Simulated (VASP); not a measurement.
Data:

```yaml
crystal:
  lattice:
    - [0.00000, 2.72581, 2.72581]
    - [2.72581, 0.00000, 2.72581]
    - [2.72581, 2.72581, 0.00000]
  atoms:
    - { symbol: Ga, position: [0.00000, 0.00000, 0.00000] }
    - { symbol: P, position: [0.25000, 0.25000, 0.25000] }
```

Method: PBE GGA, VASP's PBE PAW potentials (set 64) (plane waves; VASP 6.6.1). Run with 300 eV cut-off, 10×10×10 Γ-centred mesh, Gaussian smearing of 0.010 eV, potentials Ga_d P.

At this cut-off the stress carries a Pulay error, which pulls relaxed volumes low.

Problem. Give the stress tensor in GPa (positive for a compressed cell).

Solution. 
```
2.23  0.00  0.00
0.00  2.23  0.00
0.00  0.00  2.23
```
The pressure is its mean diagonal, 2.23 GPa.

The structure comes from a computed database's GaP entry; how it stands against other phases isn't given here. The cell was not relaxed at this level.
